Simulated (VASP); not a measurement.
Calculation: AM05 GGA, VASP's PBE PAW potentials (set 64) (plane waves; VASP).

A VASP calculation is set up with these files.

**KPOINTS**
```
K-points
0
G
 15 15 15
0 0 0
```

POSCAR:
```
MoSi2
1
   -1.5909993022     1.5909993022     3.9087907446
    1.5909993022    -1.5909993022     3.9087907446
    1.5909993022     1.5909993022    -3.9087907446
Si Mo
2 1
Direct
  0.6651389130   0.6651389130   0.0000000000
  0.3348610870   0.3348610870   0.0000000000
  0.0000000000   0.0000000000   0.0000000000
```

INCAR:
```
LASPH  =  .TRUE.
ISMEAR  =  -5
LCHARG  =  .TRUE.
ENCUT  =  520
LWAVE  =  .FALSE.
LEFG  =  .TRUE.
GGA  =  AM
LORBIT  =  11
NEDOS  =  601   # DOS grid
ISIF  =  2
SYSTEM  =  MoSi2
LMAXMIX  =  4   # l cut-off of mixed one-centre charges
ALGO  =  Normal   # blocked Davidson
PREC  =  Accurate
LREAL  =  .FALSE.
NELM  =  100   # most electronic steps
EDIFF  =  1E-7
```

POTCAR, in this order: Si Mo_sv (PBE.64 set). Program: vasp_std.

Predict the energy per atom (σ→0), band gap (on the k-mesh).

| Property | Result |
|---|---|
| energy per atom (σ→0) | -8238 meV/atom |
| band gap (on the k-mesh) | none (metal, semimetal or under 0.01 eV) |

OSZICAR:
```
...
DAV:   8    -0.247150449705E+02    0.43457E-01   -0.12902E-01 10313   0.296E+00    0.450E-01
DAV:   9    -0.247139485081E+02    0.10965E-02   -0.23433E-03 10677   0.439E-01    0.246E-01
DAV:  10    -0.247138297057E+02    0.11880E-03   -0.66551E-04 10285   0.250E-01    0.662E-02
DAV:  11    -0.247138079628E+02    0.21743E-04   -0.22872E-04 10488   0.122E-01    0.354E-02
DAV:  12    -0.247138097427E+02   -0.17799E-05   -0.25393E-05  9858   0.374E-02    0.705E-03
DAV:  13    -0.247138090712E+02    0.67147E-06   -0.59594E-07 10516   0.662E-03    0.158E-03
DAV:  14    -0.247138089932E+02    0.78018E-07   -0.10758E-08  5517   0.791E-04
   1 F= -.24713809E+02 E0= -.24713809E+02  d E =0.000000E+00
```

The compound is MoSi2 in the MoSi2 type structure. It was relaxed first.
